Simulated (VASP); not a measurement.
Crystal: HfN.

```
Hf N
1.0
     0.00000    2.25600    2.25600
     2.25600    0.00000    2.25600
     2.25600    2.25600    0.00000
Hf N
1 1
Direct
  0.00000 0.00000 0.00000
  0.50000 0.50000 0.50000
```

* Program: VASP 6.6.1
* Task: relaxation of cell and atoms
* Functional: LDA
* Potentials or basis: VASP PAW LDA potentials, release 64 (Hf_pv, N)
* Cutoff: 600 eV
* k mesh: 14 × 14 × 14
* Occupations: methfessel-paxton, width 0.1 eV
* Spin: no spin polarisation

At the start: pressure -9.6 GPa; volume 11.48 Å³/atom.

Question: Where does the relaxation end?

Answer: Over 4 steps the energy falls by 11.7 meV/atom and the volume is 11.10 Å³/atom (-3.3 %); space group Fm-3m (No. 225, to 0.05 Å).

The path:
```
step  energy change (eV)  largest force (eV/Å)  pressure (GPa)  volume (Å³)
   1              0.0000                0.0000           -9.58        22.96
   2              0.0794                0.0000           24.11        20.76
   3             -0.0234                0.0000           -0.24        22.22
   4             -0.0234                0.0000           -0.02        22.21
```

Final structure:
```cif
data_structure
_symmetry_space_group_name_H-M 'P 1'
_symmetry_Int_Tables_number 1
_cell_length_a 3.1551
_cell_length_b 3.1551
_cell_length_c 3.1551
_cell_angle_alpha 60.000
_cell_angle_beta 60.000
_cell_angle_gamma 60.000
_cell_volume 22.21
loop_
_atom_site_label
_atom_site_type_symbol
_atom_site_fract_x
_atom_site_fract_y
_atom_site_fract_z
_atom_site_occupancy
Hf1 Hf 0.00000 0.00000 0.00000 1
N1 N 0.50000 0.50000 0.50000 1
```
